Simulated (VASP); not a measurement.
A convergence study with VASP on PbTe (rock salt): a few settings are varied, all else stays as given below, so the limit is that of these other settings. The cell's lengths are 1 % over those of the tabulated start and one atom is moved, so it is off equilibrium.

```xyz
2
Lattice="0.0000 3.2623 3.2623 3.2623 0.0000 3.2623 3.2623 3.2623 0.0000" Properties=species:S:1:pos:R:3 pbc="T T T"
Te     3.2623     3.2623     3.2623
Pb     0.0606     0.0000     0.0000
```

All values below come from PBEsol GGA, VASP's PBE PAW potentials (set 64) (plane waves; VASP). The last row used: 550 eV cut-off, 6×6×6 Γ-centred mesh, Gaussian smearing of 0.050 eV, potentials Te Pb_d.

| setting | E (eV/atom) | pressure (GPa) | electronic steps |
|---|---|---|---|
| ALGO = Normal, EDIFF = 1E-2 | -4.1235 | -0.53 | 7 |
| ALGO = Normal, EDIFF = 1E-3 | -4.1237 | -1.75 | 8 |
| ALGO = Normal, EDIFF = 1E-4 | -4.1237 | -1.48 | 10 |
| ALGO = Normal, EDIFF = 1E-5 | -4.1237 | -1.46 | 10 |
| ALGO = Normal, EDIFF = 1E-6 | -4.1237 | -1.54 | 12 |
| ALGO = Normal, EDIFF = 1E-7 | -4.1237 | -1.53 | 14 |
| ALGO = Normal, EDIFF = 1E-8 | -4.1237 | -1.53 | 15 |
| ALGO = Normal, EDIFF = 1E-9 | -4.1237 | -1.53 | 17 |
| ALGO = Fast, EDIFF = 1E-2 | -4.1241 | 0.18 | 7 |
| ALGO = Fast, EDIFF = 1E-3 | -4.1237 | -1.07 | 9 |
| ALGO = Fast, EDIFF = 1E-4 | -4.1237 | -1.27 | 10 |
| ALGO = Fast, EDIFF = 1E-5 | -4.1237 | -1.54 | 12 |
| ALGO = Fast, EDIFF = 1E-6 | -4.1237 | -1.54 | 13 |
| ALGO = Fast, EDIFF = 1E-7 | -4.1237 | -1.53 | 16 |
| ALGO = Fast, EDIFF = 1E-8 | -4.1237 | -1.53 | 17 |
| ALGO = Fast, EDIFF = 1E-9 | -4.1237 | -1.53 | 20 |
| ALGO = All, EDIFF = 1E-2 | -4.1224 | -0.18 | 9 |
| ALGO = All, EDIFF = 1E-3 | -4.1236 | -1.81 | 11 |
| ALGO = All, EDIFF = 1E-4 | -4.1237 | -1.52 | 13 |
| ALGO = All, EDIFF = 1E-5 | -4.1237 | -1.57 | 14 |
| ALGO = All, EDIFF = 1E-6 | -4.1237 | -1.55 | 17 |
| ALGO = All, EDIFF = 1E-7 | -4.1237 | -1.53 | 21 |
| ALGO = All, EDIFF = 1E-8 | -4.1237 | -1.53 | 24 |
| ALGO = All, EDIFF = 1E-9 | -4.1237 | -1.53 | 27 |

Left out are rungs that failed or repeat a setting and relaxations that didn't move; long series are thinned to 24 rows.

The compound is PbTe in the rock salt structure. The cell was not relaxed at this level, it is distorted from the ideal structure.
